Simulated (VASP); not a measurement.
Computed with PBE GGA, VASP's PBE PAW potentials (set 64) (plane waves; VASP 6.6.1).

VASP input:

**KPOINTS**
```
Automatic mesh
0
Monkhorst-Pack
10 10 10
0 0 0
```

File POSCAR:
```
NiSi2
1
    0.0000000000     2.7730300000     2.7697730000
    2.7641380000     0.0000000000     2.7697730000
    2.7641380000     2.7730300000     0.0000000000
Si Ni
2 1
Direct
  0.2500000000   0.2500000000   0.2500000000
  0.7500000000   0.7500000000   0.7500000000
 -0.0072690000   0.0072690000   0.0072690000
```

INCAR:
```
# general
SYSTEM =NiSi2
PREC   =Accurate
ENCUT  =400   # plane-wave cut-off (eV)
LREAL  =.FALSE.   # projection in real space or not
LASPH  =.TRUE.   # aspherical one-centre terms

# electronic loop
EDIFF  =1E-6
NELM   =100
ALGO   =Normal   # blocked Davidson
LMAXMIX=4   # l cut-off of mixed one-centre charges

# smearing
ISMEAR =1   # Methfessel-Paxton
SIGMA  =0.1   # width (eV)

# functional
GGA    =PE   # PBE

# ions
ISIF   =2   # forces and stress, cell fixed

# output
LWAVE  =.FALSE.
LCHARG =.FALSE.
```

POTCAR, in this order: Si Ni (PBE.64 set). Program: vasp_std.

Output

### OUTCAR
```
 ion  position               nearest neighbor table
   1  0.250  0.250  0.250-   3 2.38   3 2.38   3 2.42   3 2.42   2 2.76   2 2.76   2 2.77   2 2.77
                             2 2.77   2 2.77
   2  0.750  0.750  0.750-   3 2.38   3 2.38   3 2.42   3 2.42   1 2.76   1 2.76   1 2.77   1 2.77
                             1 2.77   1 2.77
   3  0.993  0.007  0.007-   2 2.38   2 2.38   1 2.38   1 2.38   2 2.42   1 2.42   1 2.42   2 2.42
  LATTYP: Found a face centered orthorhombic cell.
 ALAT       =     5.5282760000
 B/A-ratio  =     1.0020386102
 C/A-ratio  =     1.0032169161
 Subroutine PRICEL returns:
 Original cell was already a primitive cell.
 Subroutine GETGRP returns: Found  4 space group operations
The static configuration has the point symmetry C_2v.
The dynamic configuration has the point symmetry C_2v.
 Subroutine INISYM returns: Found  4 space group operations
 Subroutine IBZKPT returns following result:
 Found    500 irreducible k-points:

 Following reciprocal coordinates:
            Coordinates               Weight
  0.050000  0.050000  0.050000      8.000000
  0.150000  0.050000  0.050000      8.000000
  0.250000  0.050000  0.050000      8.000000
  0.350000  0.050000  0.050000      8.000000
  0.450000  0.050000  0.050000      8.000000
 -0.450000  0.050000  0.050000      8.000000
 -0.350000  0.050000  0.050000      8.000000
 -0.250000  0.050000  0.050000      8.000000
 -0.150000  0.050000  0.050000      8.000000
 -0.050000  0.050000  0.050000      8.000000
  0.050000  0.150000  0.050000      8.000000
  0.150000  0.150000  0.050000      8.000000
  0.250000  0.150000  0.050000      8.000000
  0.350000  0.150000  0.050000      8.000000
  0.450000  0.150000  0.050000      8.000000
 -0.450000  0.150000  0.050000      8.000000
 -0.350000  0.150000  0.050000      8.000000
 -0.250000  0.150000  0.050000      8.000000
 -0.150000  0.150000  0.050000      8.000000
...
```

OSZICAR:
```
       N       E                     dE             d eps       ncg     rms          rms(c)
DAV:   1     0.602666076547E+02    0.60267E+02   -0.66522E+03 13144   0.112E+03
DAV:   2    -0.157346055416E+02   -0.76001E+02   -0.71428E+02 13405   0.224E+02
DAV:   3    -0.191908191550E+02   -0.34562E+01   -0.33497E+01 16799   0.532E+01
DAV:   4    -0.192601459277E+02   -0.69327E-01   -0.69190E-01 15344   0.738E+00
DAV:   5    -0.192620878062E+02   -0.19419E-02   -0.19415E-02 17048   0.128E+00    0.158E+01
DAV:   6    -0.246880624639E+02   -0.54260E+01   -0.56474E+01 13794   0.184E+02    0.266E+01
DAV:   7    -0.175067848261E+02    0.71813E+01   -0.16261E+01 15550   0.114E+02    0.444E+00
DAV:   8    -0.173507859016E+02    0.15600E+00   -0.24781E+00 18878   0.277E+01    0.230E+00
DAV:   9    -0.173220707783E+02    0.28715E-01   -0.24754E-01 16569   0.850E+00    0.540E-01
DAV:  10    -0.173214707829E+02    0.60000E-03   -0.56053E-03 19103   0.119E+00    0.300E-01
DAV:  11    -0.173215246754E+02   -0.53892E-04   -0.89433E-04 15431   0.332E-01    0.305E-02
DAV:  12    -0.173215577723E+02   -0.33097E-04   -0.49843E-05 16680   0.971E-02    0.240E-02
DAV:  13    -0.173215618101E+02   -0.40377E-05   -0.33251E-05 15117   0.108E-01    0.925E-03
DAV:  14    -0.173215623285E+02   -0.51848E-06   -0.17660E-06 13088   0.117E-02
   1 F= -.17321562E+02 E0= -.17321787E+02  d E =0.674218E-03
```

File OUTCAR:
```
------------------------ aborting loop because EDIFF is reached ----------------------------------------
  FORCE on cell =-STRESS in cart. coord.  units (eV):
  Direction    XX          YY          ZZ          XY          YZ          ZX
  --------------------------------------------------------------------------------------
  Total       -1.7032679     -1.7526276     -1.7290533      0.0000000      0.0000000      0.0000000
  in kB      -64.2695223    -66.1320163    -65.2424864      0.0000000      0.0000000      0.0000000
  external PRESSURE =     -65.2146750 kB  Pullay stress =       0.0000000 kB
  volume of cell :       42.46
      direct lattice vectors                 reciprocal lattice vectors
     0.000000000  2.773030000  2.769773000    -0.180888219  0.180308183  0.180520209
     2.764138000  0.000000000  2.769773000     0.180888219 -0.180308183  0.180520209
     2.764138000  2.773030000  0.000000000     0.180888219  0.180308183 -0.180520209
 POSITION                                       TOTAL-FORCE (eV/Angst)
 -----------------------------------------------------------------------------------
      1.38207      1.38651      1.38489         0.148535      0.000000      0.000000
      4.14621      4.15954      4.15466         0.148535      0.000000     -0.000000
      0.04019      2.77303      2.76977        -0.297069      0.000000      0.000000
 -----------------------------------------------------------------------------------
    total drift:                               -0.000255     -0.000002     -0.000002
  FREE ENERGIE OF THE ION-ELECTRON SYSTEM (eV)
  ---------------------------------------------------
  free  energy   TOTEN  =       -17.3215623285 eV

  energy  without entropy=      -17.3222365461  energy(sigma->0) =      -17.32178707
```
(Selected blocks of OUTCAR.)

The compound is NiSi2 in the fluorite structure. The cell was not relaxed at this level, atoms are displaced from their ideal sites. The run is one of a series of settings (KPOINTS 10×10×10 Monkhorst-Pack mesh against the base run), some of them coarse on purpose. The run is not spin-polarised, so no magnetic state was tried.
